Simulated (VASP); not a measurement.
Input:

```xyz
2
Lattice="0.0000 2.2580 2.2580 2.2580 0.0000 2.2580 2.2580 2.2580 0.0000" Properties=species:S:1:pos:R:3 pbc="T T T"
Hf     0.0000     0.0000     0.0000
N      2.2580     2.2580     2.2580
```

Method: optB86b-vdW, VASP's PBE PAW potentials (set 64) (plane waves; VASP). Run with 520 eV cut-off, Gaussian smearing of 0.050 eV, potentials Hf_pv N.

Give the energies of bands 5 to 10 at the high-symmetry points, in eV from the Fermi level.

```json
[
 {"band": "5", "Γ": "-3.05", "X": "-5.41", "U": "-6.36", "L": "-8.90", "W": "-6.19"},
 {"band": "6", "Γ": "-3.05", "X": "-3.83", "U": "-5.53", "L": "-6.21", "W": "-5.48"},
 {"band": "7", "Γ": "-3.05", "X": "-3.71", "U": "-4.98", "L": "-6.21", "W": "-5.48"},
 {"band": "8", "Γ": "-0.39", "X": "-3.71", "U": "-0.88", "L": "3.24", "W": "1.09"},
 {"band": "9", "Γ": "-0.39", "X": "4.07", "U": "3.83", "L": "3.65", "W": "1.09"},
 {"band": "10", "Γ": "-0.39", "X": "5.45", "U": "4.39", "L": "3.65", "W": "5.47"}
]
```

It has no gap at this level: it comes out as a metal or semimetal.

The compound is HfN in the rock salt structure. It was relaxed first. The electron count is odd and the run is not spin-polarised, which forces a metal.
